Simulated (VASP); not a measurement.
Level of theory: PBE GGA, VASP's PBE PAW potentials (set 64) (plane waves; VASP).

A VASP calculation is set up with these files.

### POSCAR
```
AgCl
1
    0.0000000000     2.7750000000     2.7750000000
    2.7750000000     0.0000000000     2.7750000000
    2.7750000000     2.7750000000     0.0000000000
Ag Cl
1 1
Direct
  0.0000000000   0.0000000000   0.0000000000
  0.5000000000   0.5000000000   0.5000000000
```

INCAR:
```
SYSTEM = AgCl
PREC = Accurate; ENCUT = 400; LREAL = .False.
LASPH = .True.
EDIFF = 1E-6; NELM = 100; ALGO = Normal
IMIX = 1; AMIX = 1.0; BMIX = 1.0
LMAXMIX = 4
ISMEAR = 0; SIGMA = 0.05
GGA = PE
ISIF = 2
LWAVE = .False.; LCHARG = .False.
```

### KPOINTS
```
Automatic mesh
0
Gamma
8 8 8
0 0 0
```

POTCAR, in this order: Ag Cl (PBE.64 set). Program: vasp_std.

Output

**OUTCAR**
```
 ion  position               nearest neighbor table
   1  0.000  0.000  0.000-   2 2.77   2 2.77   2 2.77   2 2.77   2 2.77   2 2.77
   2  0.500  0.500  0.500-   1 2.77   1 2.77   1 2.77   1 2.77   1 2.77   1 2.77
  LATTYP: Found a face centered cubic cell.
 ALAT       =     5.5500000000
 Subroutine PRICEL returns:
 Original cell was already a primitive cell.
 Subroutine GETGRP returns: Found 48 space group operations
The static configuration has the point symmetry O_h .
The dynamic configuration has the point symmetry O_h .
 Subroutine INISYM returns: Found 48 space group operations
 Subroutine IBZKPT returns following result:
 Found     29 irreducible k-points:

 Following reciprocal coordinates:
            Coordinates               Weight
  0.000000  0.000000  0.000000      1.000000
  0.125000  0.000000  0.000000      8.000000
  0.250000  0.000000  0.000000      8.000000
  0.375000  0.000000  0.000000      8.000000
  0.500000  0.000000  0.000000      4.000000
  0.125000  0.125000  0.000000      6.000000
  0.250000  0.125000  0.000000     24.000000
  0.375000  0.125000  0.000000     24.000000
  0.500000  0.125000  0.000000     24.000000
 -0.375000  0.125000  0.000000     24.000000
 -0.250000  0.125000  0.000000     24.000000
 -0.125000  0.125000  0.000000     12.000000
  0.250000  0.250000  0.000000      6.000000
  0.375000  0.250000  0.000000     24.000000
  0.500000  0.250000  0.000000     24.000000
 -0.375000  0.250000  0.000000     24.000000
 -0.250000  0.250000  0.000000     12.000000
  0.375000  0.375000  0.000000      6.000000
  0.500000  0.375000  0.000000     24.000000
 -0.375000  0.375000  0.000000     12.000000
  0.500000  0.500000  0.000000      3.000000
  0.375000  0.250000  0.125000     24.000000
  0.500000  0.250000  0.125000     48.000000
 -0.375000  0.250000  0.125000     24.000000
  0.500000  0.375000  0.125000     24.000000
 -0.375000  0.375000  0.125000     48.000000
 -0.250000  0.375000  0.125000     24.000000
 -0.375000  0.500000  0.125000     12.000000
 -0.250000  0.500000  0.250000      6.000000
   k-points           NKPTS =     29   k-points in BZ     NKDIM =     29   number of bands    NBANDS=     13
   number of dos      NEDOS =    301   number of ions     NIONS =      2
   total plane-waves  NPLWV =  21952
   dimension x,y,z NGX =    28 NGY =   28 NGZ =   28
   dimension x,y,z NGXF=    56 NGYF=   56 NGZF=   56
   ions per type =               1   1
   PREC   = accura    normal or accurate (medium, high low for compatibility)
   ISTART =      0    job   : 0-new  1-cont  2-samecut
   ICHARG =      2    charge: 1-file 2-atom 10-const
   ISPIN  =      1    spin polarized calculation?
   LNONCOLLINEAR =      F non collinear calculations
   LSORBIT =      F    spin-orbit coupling
   INIWAV =      1    electr: 0-lowe 1-rand  2-diag
   ENCUT  =  400.0 eV  29.40 Ry    5.42 a.u.   6.40  6.40  6.40*2*pi/ulx,y,z
   NELM   =    100;   NELMIN=  2; NELMDL= -5     # of ELM steps
   EDIFF  = 0.1E-05   stopping-criterion for ELM
   LREAL  =      F    real-space projection
   NLSPLINE    = F    spline interpolate recip. space projectors
   LMAXMIX     =    4 max onsite mixed and CHGCAR
   VOSKOWN=      0    Vosko Wilk Nusair interpolation
   EDIFFG = 0.1E-04   stopping-criterion for IOM
   NSW    =      0    number of steps for IOM
   NBLOCK =      1;   KBLOCK =      1    inner block; outer block
   IBRION =     -1    ionic relax: 0-MD 1-quasi-New 2-CG
   NFREE  =      0    steps in history (QN), initial steepest desc. (CG)
   ISIF   =      2    stress and relaxation
   ISYM   =      2    0-nonsym 1-usesym 2-fastsym
   TEIN   =    0.0    initial temperature
   TEBEG  =    0.0;   TEEND  =   0.0 temperature during run
   SMASS  =  -3.00    Nose mass-parameter (am)
...
```

OSZICAR:
```
...
DAV:  12    -0.825275130609E+01   -0.13925E+01   -0.37252E+01   754   0.706E+01    0.186E+01
DAV:  13    -0.959873704891E+01   -0.13460E+01   -0.54547E+01   779   0.927E+01    0.206E+01
DAV:  14    -0.165671919643E+02   -0.69685E+01   -0.13435E+02   754   0.123E+02    0.397E+01
DAV:  15    -0.231412179143E+02   -0.65740E+01   -0.19693E+02   769   0.152E+02    0.420E+01
DAV:  16    -0.939326551205E+02   -0.70791E+02   -0.74578E+02   754   0.301E+02    0.153E+02
DAV:  17    -0.172919694371E+03   -0.78987E+02   -0.17739E+03   930   0.278E+02    0.172E+02
DAV:  18    -0.612374931772E+03   -0.43946E+03   -0.92462E+03  1144   0.371E+02    0.288E+03
DAV:  19    -0.610451265366E+03    0.19237E+01   -0.11837E+04  1156   0.472E+02    0.288E+03
DAV:  20    -0.580001199508E+03    0.30450E+02   -0.11329E+04  1264   0.257E+02    0.276E+03
DAV:  21    -0.578888015096E+03    0.11132E+01   -0.99050E+03  1086   0.450E+02    0.275E+03
DAV:  22    -0.550722606922E+03    0.28165E+02   -0.10555E+04  1295   0.273E+02    0.275E+03
DAV:  23    -0.607039647301E+03   -0.56317E+02   -0.10946E+04  1068   0.466E+02    0.276E+03
DAV:  24    -0.556645352023E+03    0.50394E+02   -0.10936E+04  1282   0.263E+02    0.267E+03
DAV:  25    -0.596265406576E+03   -0.39620E+02   -0.10637E+04  1048   0.453E+02    0.266E+03
DAV:  26    -0.561251415748E+03    0.35014E+02   -0.10762E+04  1279   0.259E+02    0.263E+03
DAV:  27    -0.595282537558E+03   -0.34031E+02   -0.10586E+04  1076   0.458E+02    0.263E+03
DAV:  28    -0.557156763995E+03    0.38126E+02   -0.10890E+04  1265   0.262E+02    0.228E+03
DAV:  29    -0.571067216364E+03   -0.13910E+02   -0.10219E+04  1045   0.443E+02    0.228E+03
DAV:  30    -0.563025427487E+03    0.80418E+01   -0.10813E+04  1257   0.262E+02    0.259E+03
DAV:  31    -0.579015276563E+03   -0.15990E+02   -0.10444E+04   986   0.457E+02    0.259E+03
DAV:  32    -0.553791250456E+03    0.25224E+02   -0.10486E+04  1280   0.267E+02    0.309E+03
DAV:  33    -0.615100207113E+03   -0.61309E+02   -0.10841E+04   933   0.483E+02    0.309E+03
DAV:  34    -0.497735351815E+03    0.11736E+03   -0.98336E+03  1259   0.275E+02    0.283E+03
DAV:  35    -0.609454714224E+03   -0.11172E+03   -0.10716E+04   886   0.484E+02    0.283E+03
DAV:  36    -0.533807708991E+03    0.75647E+02   -0.10072E+04  1270   0.268E+02    0.308E+03
DAV:  37    -0.612270961494E+03   -0.78463E+02   -0.10839E+04   898   0.479E+02    0.308E+03
DAV:  38    -0.491255584053E+03    0.12102E+03   -0.99047E+03  1193   0.273E+02    0.202E+03
DAV:  39    -0.551976723195E+03   -0.60721E+02   -0.99388E+03   987   0.441E+02    0.202E+03
DAV:  40    -0.581520544567E+03   -0.29544E+02   -0.10971E+04  1243   0.254E+02    0.289E+03
DAV:  41    -0.614497031593E+03   -0.32976E+02   -0.10877E+04  1012   0.474E+02    0.289E+03
DAV:  42    -0.524590155066E+03    0.89907E+02   -0.10361E+04  1214   0.268E+02    0.225E+03
DAV:  43    -0.560561215889E+03   -0.35971E+02   -0.98101E+03  1046   0.445E+02    0.225E+03
DAV:  44    -0.555087105635E+03    0.54741E+01   -0.10749E+04  1197   0.260E+02    0.240E+03
DAV:  45    -0.574279861041E+03   -0.19193E+02   -0.10329E+04  1079   0.445E+02    0.240E+03
DAV:  46    -0.582121369487E+03   -0.78415E+01   -0.11062E+04  1253   0.259E+02    0.274E+03
DAV:  47    -0.578683520068E+03    0.34378E+01   -0.10246E+04   994   0.452E+02    0.274E+03
DAV:  48    -0.521435236472E+03    0.57248E+02   -0.10176E+04  1206   0.272E+02    0.242E+03
DAV:  49    -0.581085033824E+03   -0.59650E+02   -0.10443E+04  1055   0.456E+02    0.242E+03
DAV:  50    -0.558875299807E+03    0.22210E+02   -0.10752E+04  1194   0.257E+02    0.216E+03
DAV:  51    -0.553457877018E+03    0.54174E+01   -0.99575E+03  1062   0.447E+02    0.217E+03
DAV:  52    -0.562078106256E+03   -0.86202E+01   -0.10752E+04  1209   0.263E+02    0.242E+03
DAV:  53    -0.577459316355E+03   -0.15381E+02   -0.10387E+04  1070   0.447E+02    0.242E+03
DAV:  54    -0.569785374475E+03    0.76739E+01   -0.10863E+04  1239   0.261E+02    0.275E+03
DAV:  55    -0.594768665359E+03   -0.24983E+02   -0.10385E+04  1023   0.458E+02    0.275E+03
DAV:  56    -0.554498471759E+03    0.40270E+02   -0.10563E+04  1270   0.262E+02    0.273E+03
DAV:  57    -0.597260925212E+03   -0.42762E+02   -0.10630E+04  1000   0.466E+02    0.273E+03
DAV:  58    -0.547951046890E+03    0.49310E+02   -0.10653E+04  1195   0.262E+02    0.250E+03
DAV:  59    -0.577641083338E+03   -0.29690E+02   -0.10414E+04  1029   0.457E+02    0.250E+03
DAV:  60    -0.546405230650E+03    0.31236E+02   -0.10414E+04  1247   0.265E+02    0.262E+03
DAV:  61    -0.579099443086E+03   -0.32694E+02   -0.10386E+04   977   0.460E+02    0.262E+03
DAV:  62    -0.508136276512E+03    0.70963E+02   -0.10123E+04  1183   0.267E+02    0.192E+03
DAV:  63    -0.531920414648E+03   -0.23784E+02   -0.96053E+03  1056   0.437E+02    0.192E+03
DAV:  64    -0.579148542729E+03   -0.47228E+02   -0.10930E+04  1255   0.260E+02    0.283E+03
DAV:  65    -0.605664588109E+03   -0.26516E+02   -0.10722E+04  1015   0.465E+02    0.283E+03
DAV:  66    -0.530039367415E+03    0.75625E+02   -0.10399E+04  1185   0.262E+02    0.213E+03
DAV:  67    -0.561935803332E+03   -0.31896E+02   -0.10340E+04  1077   0.447E+02    0.212E+03
DAV:  68    -0.578100662980E+03   -0.16165E+02   -0.10920E+04  1265   0.261E+02    0.298E+03
DAV:  69    -0.593995504261E+03   -0.15895E+02   -0.10438E+04   966   0.467E+02    0.298E+03
DAV:  70    -0.504602054875E+03    0.89393E+02   -0.99774E+03  1198   0.277E+02    0.225E+03
DAV:  71    -0.566076376968E+03   -0.61474E+02   -0.10041E+04  1054   0.449E+02    0.225E+03
DAV:  72    -0.557408486485E+03    0.86679E+01   -0.10575E+04  1211   0.263E+02    0.261E+03
DAV:  73    -0.597752821074E+03   -0.40344E+02   -0.10719E+04  1012   0.455E+02    0.261E+03
DAV:  74    -0.555081738434E+03    0.42671E+02   -0.10702E+04  1201   0.259E+02    0.243E+03
DAV:  75    -0.577523095299E+03   -0.22441E+02   -0.10207E+04  1030   0.446E+02    0.243E+03
DAV:  76    -0.550841786775E+03    0.26681E+02   -0.10574E+04  1253   0.261E+02    0.260E+03
DAV:  77    -0.586336412207E+03   -0.35495E+02   -0.10546E+04  1010   0.461E+02    0.260E+03
DAV:  78    -0.564074847324E+03    0.22262E+02   -0.10876E+04  1238   0.258E+02    0.282E+03
DAV:  79    -0.595496474721E+03   -0.31422E+02   -0.10562E+04   974   0.456E+02    0.282E+03
DAV:  80    -0.539669549595E+03    0.55827E+02   -0.10375E+04  1211   0.264E+02    0.257E+03
DAV:  81    -0.594826385510E+03   -0.55157E+02   -0.10466E+04  1042   0.457E+02    0.256E+03
DAV:  82    -0.554975080666E+03    0.39851E+02   -0.10610E+04  1212   0.263E+02    0.262E+03
DAV:  83    -0.599234413569E+03   -0.44259E+02   -0.10606E+04  1071   0.450E+02    0.262E+03
DAV:  84    -0.573072713075E+03    0.26162E+02   -0.10908E+04  1243   0.261E+02    0.280E+03
DAV:  85    -0.588212113050E+03   -0.15139E+02   -0.10554E+04   965   0.460E+02    0.280E+03
DAV:  86    -0.515988166997E+03    0.72224E+02   -0.10037E+04  1221   0.269E+02    0.253E+03
DAV:  87    -0.578765930322E+03   -0.62778E+02   -0.10282E+04   996   0.454E+02    0.253E+03
DAV:  88    -0.534078383542E+03    0.44688E+02   -0.10331E+04  1247   0.264E+02    0.269E+03
DAV:  89    -0.597914393731E+03   -0.63836E+02   -0.10724E+04   998   0.462E+02    0.269E+03
DAV:  90    -0.549288822584E+03    0.48626E+02   -0.10641E+04  1228   0.264E+02    0.279E+03
DAV:  91    -0.587715367147E+03   -0.38427E+02   -0.10212E+04  1008   0.460E+02    0.279E+03
DAV:  92    -0.540063399274E+03    0.47652E+02   -0.10400E+04  1278   0.267E+02    0.280E+03
DAV:  93    -0.609774301269E+03   -0.69711E+02   -0.10810E+04   979   0.461E+02    0.280E+03
DAV:  94    -0.539027761099E+03    0.70747E+02   -0.10403E+04  1241   0.262E+02    0.241E+03
DAV:  95    -0.571195251738E+03   -0.32167E+02   -0.10057E+04  1027   0.446E+02    0.241E+03
DAV:  96    -0.539809439712E+03    0.31386E+02   -0.10379E+04  1246   0.268E+02    0.229E+03
DAV:  97    -0.566684588176E+03   -0.26875E+02   -0.10173E+04  1030   0.445E+02    0.229E+03
DAV:  98    -0.560000250561E+03    0.66843E+01   -0.10778E+04  1232   0.260E+02    0.262E+03
DAV:  99    -0.581277597354E+03   -0.21277E+02   -0.10405E+04  1040   0.450E+02    0.262E+03
DAV: 100    -0.559320975754E+03    0.21957E+02   -0.10706E+04  1263   0.261E+02
   1 F= -.55932098E+03 E0= -.55932026E+03  d E =-.143625E-02
```

File OUTCAR:
```
------------------------ aborting loop EDIFF was not reached (unconverged)  ----------------------------
  FORCE on cell =-STRESS in cart. coord.  units (eV):
  Direction    XX          YY          ZZ          XY          YZ          ZX
  --------------------------------------------------------------------------------------
  Total      755.0939393    755.0939393    755.0939393      0.0000000      0.0000000      0.0000000
  in kB    28306.9194323  28306.9194323  28306.9194323      0.0000000      0.0000000      0.0000000
  external PRESSURE =   28306.9194323 kB  Pullay stress =       0.0000000 kB
  volume of cell :       42.74
      direct lattice vectors                 reciprocal lattice vectors
     0.000000000  2.775000000  2.775000000    -0.180180180  0.180180180  0.180180180
     2.775000000  0.000000000  2.775000000     0.180180180 -0.180180180  0.180180180
     2.775000000  2.775000000  0.000000000     0.180180180  0.180180180 -0.180180180
  FREE ENERGIE OF THE ION-ELECTRON SYSTEM (eV)
  ---------------------------------------------------
  free  energy   TOTEN  =      -559.3209757537 eV

  energy  without entropy=     -559.3195394999  energy(sigma->0) =     -559.32025763
```
(Selected blocks of OUTCAR.)

**stdout**
```
...
DAV:  81    -0.594826385510E+03   -0.55157E+02   -0.10466E+04  1042   0.457E+02    0.256E+03
DAV:  82    -0.554975080666E+03    0.39851E+02   -0.10610E+04  1212   0.263E+02    0.262E+03
DAV:  83    -0.599234413569E+03   -0.44259E+02   -0.10606E+04  1071   0.450E+02    0.262E+03
DAV:  84    -0.573072713075E+03    0.26162E+02   -0.10908E+04  1243   0.261E+02    0.280E+03
DAV:  85    -0.588212113050E+03   -0.15139E+02   -0.10554E+04   965   0.460E+02    0.280E+03
DAV:  86    -0.515988166997E+03    0.72224E+02   -0.10037E+04  1221   0.269E+02    0.253E+03
DAV:  87    -0.578765930322E+03   -0.62778E+02   -0.10282E+04   996   0.454E+02    0.253E+03
DAV:  88    -0.534078383542E+03    0.44688E+02   -0.10331E+04  1247   0.264E+02    0.269E+03
DAV:  89    -0.597914393731E+03   -0.63836E+02   -0.10724E+04   998   0.462E+02    0.269E+03
DAV:  90    -0.549288822584E+03    0.48626E+02   -0.10641E+04  1228   0.264E+02    0.279E+03
DAV:  91    -0.587715367147E+03   -0.38427E+02   -0.10212E+04  1008   0.460E+02    0.279E+03
DAV:  92    -0.540063399274E+03    0.47652E+02   -0.10400E+04  1278   0.267E+02    0.280E+03
DAV:  93    -0.609774301269E+03   -0.69711E+02   -0.10810E+04   979   0.461E+02    0.280E+03
DAV:  94    -0.539027761099E+03    0.70747E+02   -0.10403E+04  1241   0.262E+02    0.241E+03
DAV:  95    -0.571195251738E+03   -0.32167E+02   -0.10057E+04  1027   0.446E+02    0.241E+03
DAV:  96    -0.539809439712E+03    0.31386E+02   -0.10379E+04  1246   0.268E+02    0.229E+03
DAV:  97    -0.566684588176E+03   -0.26875E+02   -0.10173E+04  1030   0.445E+02    0.229E+03
DAV:  98    -0.560000250561E+03    0.66843E+01   -0.10778E+04  1232   0.260E+02    0.262E+03
DAV:  99    -0.581277597354E+03   -0.21277E+02   -0.10405E+04  1040   0.450E+02    0.262E+03
DAV: 100    -0.559320975754E+03    0.21957E+02   -0.10706E+04  1263   0.261E+02

 -----------------------------------------------------------------------------
|                                                                             |
|           W    W    AA    RRRRR   N    N  II  N    N   GGGG   !!!           |
|           W    W   A  A   R    R  NN   N  II  NN   N  G    G  !!!           |
|           W    W  A    A  R    R  N N  N  II  N N  N  G       !!!           |
|           W WW W  AAAAAA  RRRRR   N  N N  II  N  N N  G  GGG   !            |
|           WW  WW  A    A  R   R   N   NN  II  N   NN  G    G                |
|           W    W  A    A  R    R  N    N  II  N    N   GGGG   !!!           |
|                                                                             |
|     The electronic self-consistency was not achieved in the given           |
|     number of steps (NELM). The forces and other quantities evaluated       |
|     might not be reliable so examine the results carefully. If you find     |
|     spurious results, we suggest increasing NELM, if you were close to      |
|     convergence or switching to a different ALGO or adjusting the           |
|     density mixing parameters otherwise.                                    |
|                                                                             |
 -----------------------------------------------------------------------------

   1 F= -.55932098E+03 E0= -.55932026E+03  d E =-.143625E-02
```

The run did not converge; its last values are not results.

The compound is AgCl in the rock salt structure. The cell was not relaxed at this level. The run is one of a series of settings (AMIX = 1.0, BMIX = 1.0, IMIX = 1 against the base run), some of them coarse on purpose.
